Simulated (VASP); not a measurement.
Here is the system:

```xyz
8
Lattice="4.5446 0.0000 0.0000 0.0000 4.5446 0.0000 0.0000 0.0000 4.5446" Properties=species:S:1:pos:R:3 pbc="T T T"
Cr     1.1362     0.0000     2.2723
Cr     3.4085     0.0000     2.2723
Cr     2.2723     3.4085     0.0000
Cr     2.2723     1.1362     0.0000
Cr     0.0000     2.2723     3.4085
Cr     0.0000     2.2723     1.1362
Ge     0.0000     0.0000     0.0000
Ge     2.2723     2.2723     2.2723
```

All values below come from r2SCAN meta-GGA, VASP's PBE PAW potentials (set 64) (plane waves; VASP). Settings: 400 eV cut-off, 8×8×8 Γ-centred mesh, tetrahedra with Blöchl corrections, potentials Cr_pv Ge_d.

The cores are frozen, which limits the accuracy of field gradients.

### Question
Give the principal components of the electric field gradient (V/Å²) and the asymmetry η at each nucleus.

### Answer

```tsv
atom	Vxx	Vyy	Vzz	η
Cr1	3.6	3.6	-7.2	0.00
Cr2	3.6	3.6	-7.2	0.00
Cr3	3.6	3.6	-7.2	0.00
Cr4	3.6	3.6	-7.2	0.00
Cr5	3.6	3.6	-7.2	0.00
Cr6	3.6	3.6	-7.2	0.00
Ge7	0.0	0.0	0.0	-
Ge8	0.0	0.0	0.0	-
```

The structure comes from a computed database's Cr3Ge entry (Pm-3n); how it stands against other phases isn't given here. It was relaxed first. The run is not spin-polarised, so no magnetic state was tried.
